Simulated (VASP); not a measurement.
These are PBEsol GGA, VASP's PBE PAW potentials (set 64) (plane waves; VASP) values and carry that method's errors.

The input files of a VASP run:

POSCAR:
```
Ge3PbSe4
1
    4.2992474659     0.0000000000    -0.0182802385
    0.0000000000     3.9537467662     0.0000000000
   -0.0564207376     0.0000000000    11.0668228214
Ge Pb Se
3 1 4
Direct
  0.1268152218   0.0000000000   0.8875693086
  0.6119800453   0.5000000000   0.6342677948
  0.8798256528   0.5000000000   0.1130506307
  0.4276766531   0.0000000000   0.3929007069
  0.4867002679   0.0000000000   0.1261469787
  0.9980873986   0.0000000000   0.6498915659
  0.5115405910   0.5000000000   0.8561946464
  0.9573741695   0.5000000000   0.3398783682
```

### INCAR
```
! general
SYSTEM  = Ge3PbSe4
PREC    = Accurate
ENCUT   = 400   ! plane-wave cut-off (eV)
LREAL   = .False.   ! projection in real space or not
LASPH   = .True.   ! aspherical one-centre terms

! electronic loop
EDIFF   = 1E-7   ! SCF stop (eV)
NELM    = 100   ! most electronic steps
ALGO    = Normal   ! blocked Davidson
LMAXMIX = 4   ! l cut-off of mixed one-centre charges

! smearing
ISMEAR  = -5   ! tetrahedra, Bloechl

! functional
GGA     = PS   ! PBEsol

! ions
ISIF    = 2

! output
LWAVE   = .False.
LCHARG  = .True.
LORBIT  = 11   ! lm-projected
NEDOS   = 601   ! DOS grid

! other
LEFG    = .True.
```

### KPOINTS
```
Automatic
0
gamma
6 6 3
0 0 0
```

POTCAR, in this order: Ge_d Pb_d Se (PBE.64 set). Program: vasp_std.

The resulting files:

### OSZICAR
```
       N       E                     dE             d eps       ncg     rms          rms(c)
DAV:   1     0.857186472903E+03    0.85719E+03   -0.31625E+04  4800   0.281E+03
DAV:   2     0.134787585484E+03   -0.72240E+03   -0.69333E+03  3840   0.853E+02
DAV:   3    -0.248355676586E+02   -0.15962E+03   -0.15336E+03  4568   0.230E+02
DAV:   4    -0.366116431306E+02   -0.11776E+02   -0.11629E+02  4616   0.698E+01
DAV:   5    -0.369919962423E+02   -0.38035E+00   -0.37940E+00  4840   0.135E+01    0.652E+00
DAV:   6    -0.364921655555E+02    0.49983E+00   -0.91870E-01  5408   0.699E+00    0.396E+00
DAV:   7    -0.364669853500E+02    0.25180E-01   -0.49181E-01  5480   0.333E+00    0.116E+00
DAV:   8    -0.364592520427E+02    0.77333E-02   -0.73144E-02  5080   0.202E+00    0.287E-01
DAV:   9    -0.364590286931E+02    0.22335E-03   -0.81284E-03  5008   0.708E-01    0.833E-02
DAV:  10    -0.364590510162E+02   -0.22323E-04   -0.71589E-04  5128   0.199E-01    0.418E-02
DAV:  11    -0.364590615216E+02   -0.10505E-04   -0.15711E-04  5496   0.872E-02    0.147E-02
DAV:  12    -0.364590582658E+02    0.32558E-05   -0.19385E-05  5296   0.328E-02    0.567E-03
DAV:  13    -0.364590585966E+02   -0.33081E-06   -0.33859E-06  4584   0.935E-03    0.150E-03
DAV:  14    -0.364590585568E+02    0.39854E-07   -0.20948E-07  3264   0.377E-03
   1 F= -.36459059E+02 E0= -.36459059E+02  d E =0.000000E+00
```

### OUTCAR
```
------------------------ aborting loop because EDIFF is reached ----------------------------------------
  FORCE on cell =-STRESS in cart. coord.  units (eV):
  Direction    XX          YY          ZZ          XY          YZ          ZX
  --------------------------------------------------------------------------------------
  Total        0.1366314     -0.0321992     -0.2027253      0.0000000      0.0000000      0.0723738
  in kB        1.1637140     -0.2742465     -1.7266479      0.0000000      0.0000000      0.6164207
  external PRESSURE =      -0.2790601 kB  Pullay stress =       0.0000000 kB
  volume of cell :      188.11
      direct lattice vectors                 reciprocal lattice vectors
     4.299247466  0.000000000 -0.018280239     0.232603888  0.000000000  0.001185858
     0.000000000  3.953746766  0.000000000     0.000000000  0.252924646  0.000000000
    -0.056420738  0.000000000 11.066822821     0.000384216  0.000000000  0.090362130
 POSITION                                       TOTAL-FORCE (eV/Angst)
 -----------------------------------------------------------------------------------
      0.49513      0.00000      9.82025        -0.014666      0.000000      0.030639
      2.59527      1.97687      7.00814        -0.032818      0.000000     -0.042751
      3.77621      1.97687      1.23503         0.021489      0.000000     -0.019877
      1.81652      0.00000      4.34034        -0.009226      0.000000     -0.011583
      2.08533      0.00000      1.38715        -0.026237      0.000000      0.030048
      4.25436      0.00000      7.17399         0.055092      0.000000     -0.011728
      2.15093      1.97687      9.46600         0.016025      0.000000      0.024197
      4.09681      1.97687      3.74387        -0.009657      0.000000      0.001055
 -----------------------------------------------------------------------------------
    total drift:                                0.004617     -0.000000      0.002348
  FREE ENERGIE OF THE ION-ELECTRON SYSTEM (eV)
  ---------------------------------------------------
  free  energy   TOTEN  =       -36.4590585568 eV

  energy  without entropy=      -36.4590585568  energy(sigma->0) =      -36.45905856

 total charge

# of ion       s       p       d       tot
------------------------------------------
    1        1.327   0.755  10.024  12.105
    2        1.287   0.854  10.028  12.168
    3        1.299   0.812  10.027  12.139
    4        1.443   0.590   9.844  11.877
    5        1.477   2.291   0.029   3.797
    6        1.477   2.293   0.032   3.802
    7        1.478   2.299   0.038   3.814
    8        1.471   2.342   0.028   3.842
--------------------------------------------------
tot         11.258  12.235  40.050  63.544

 Electric field gradients after diagonalization (V/A^2)
 (convention: |V_zz| > |V_xx| > |V_yy|)
----------------------------------------------------------------------
 ion       V_xx      V_yy      V_zz     asymmetry (V_yy - V_xx)/ V_zz
----------------------------------------------------------------------
   1      33.183     3.700   -36.884       0.799
   2      40.311    34.647   -74.958       0.076
   3      35.629    19.368   -54.997       0.296
   4     -56.312   -20.084    76.397       0.474
   5      72.777    14.562   -87.340       0.667
   6      83.471    29.872  -113.344       0.473
   7      50.657    39.914   -90.570       0.119
   8     -56.257   -10.932    67.189       0.675
```
(Selected blocks of OUTCAR.)

File OUTCAR:
```
 val. band max:        4.7084942590   @ k =   0.3333   0.0000   0.0000

 cond. band min:       5.2523143325   @ k =   0.0000   0.0000   0.0000


 Fermi energy:         4.7408406249

 k-point     1 :       0.0000    0.0000    0.0000
  band No.  band energies     occupation
      1     -19.8790      2.00000
      2     -19.8767      2.00000
      3     -19.8738      2.00000
      4     -19.8730      2.00000
      5     -19.8583      2.00000
      6     -19.8512      2.00000
      7     -19.8436      2.00000
      8     -19.8418      2.00000
      9     -19.8299      2.00000
     10     -19.8177      2.00000
     11     -19.5932      2.00000
     12     -19.5902      2.00000
     13     -19.5699      2.00000
     14     -19.5544      2.00000
     15     -19.5461      2.00000
     16     -11.9868      2.00000
     17     -11.9300      2.00000
     18     -11.8920      2.00000
     19     -11.8859      2.00000
     20     -11.8776      2.00000
     21      -9.7631      2.00000
     22      -9.1105      2.00000
     23      -8.4377      2.00000
     24      -7.6101      2.00000
     25      -3.3917      2.00000
     26      -2.7209      2.00000
     27      -1.3749      2.00000
     28      -0.9667      2.00000
     29      -0.3679      2.00000
     30       1.0686      2.00000
     31       1.1138      2.00000
     32       1.3237      2.00000
     33       1.6008      2.00000
     34       1.8928      2.00000
     35       2.4026      2.00000
     36       2.9098      2.00000
     37       3.3503      2.00000
     38       3.4700      2.00000
     39       3.9563      2.00000
     40       4.3088      2.00000
     41       5.2523      0.00000
     42       7.0762      0.00000
     43       7.1747      0.00000
     44       7.6109      0.00000
     45       8.2736      0.00000
     46       8.3977      0.00000
     47       9.0216      0.00000
     48       9.3543      0.00000

 k-point     2 :       0.1667    0.0000    0.0000
  band No.  band energies     occupation
...
```

Without a dispersion term in the relaxation, distances and binding between the weakly bound layers, chains or molecules are unreliable, and so is what depends on them. Unless said otherwise, spin-orbit coupling is left out, though it shifts the bands of the heavy elements here.

The structure comes from a computed database's Ge3PbSe4 entry (Pm); how it stands against other phases isn't given here. It was relaxed first, which changed the volume by -11 %.
